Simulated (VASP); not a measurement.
# Y: stress against strain

Y (hcp, P6_3/mmc, 32.679 Å³/atom and stress up to 0.23 GPa in the relaxed cell, c along z) under an equal strain ε along x and y, with z held. PBE in VASP (plane waves, PAW), 480 eV, 18×18×8 Γ-centred mesh, Methfessel-Paxton smearing 0.10 eV; ions are relaxed, or left where forces stay under 0.02 eV/Å, within the symmetry of each cell. Stress is positive for a compressed cell.

Here s stands for strain and y for stress xx.

| strain (%) | stress xx (GPa) |
|---|---|
| -3.00 | ? |
| -1.50 | 1.60 |
| -1.00 | 1.05 |
| -0.50 | 0.51 |
| 0.00 | -0.02 |
| 0.50 | -0.53 |
| 1.00 | -1.03 |
| 1.50 | -1.50 |

Problem. Fit y against s with a straight line, and predict the withheld value at s = -3.00.

Solution. Means: s 0, y 0.011. About the means, the sum of products is -7.2500 and the sum of squares of s is 7.0000; the slope is their ratio. Least squares gives y = 0.011 - 1.0357·s. Residuals (row less fit): 0.035, 0.003, -0.019, -0.031, -0.023, -0.005, 0.043; standard error 0.031 (degrees of freedom: 5). The slope gives the elastic constants C11 + C12 = about 100 GPa. At the withheld row, y = 0.011 - 1.0357 × (-3.0) = 3.118 GPa. The calculation gives 3.30 GPa, 0.182 GPa above the prediction (3.8 % of the range of y in the table). The row lies outside the fitted rows, so this is an extrapolation. From the scatter of the fitted rows alone, a prediction at this place has a standard error of 0.049 GPa, so the miss is 3.7 times that.

A polynomial of degree 2 through the 12 other runs of the series gives 3.34 there, so most of the miss is curvature that the fit leaves out. In a metal these values are sensitive to mesh and smearing; energies are taken to zero smearing, stresses follow the free energy. The runs aren't spin-polarised. Rows are the converged runs of the series near zero and its far end, less any whose ions stayed unrelaxed beside relaxed ones; series whose fitted rows scatter by over a few per cent of the range, as at a crossing or softening among them, aren't shown in this form. Most that stay on the fit to the last digits aren't either.
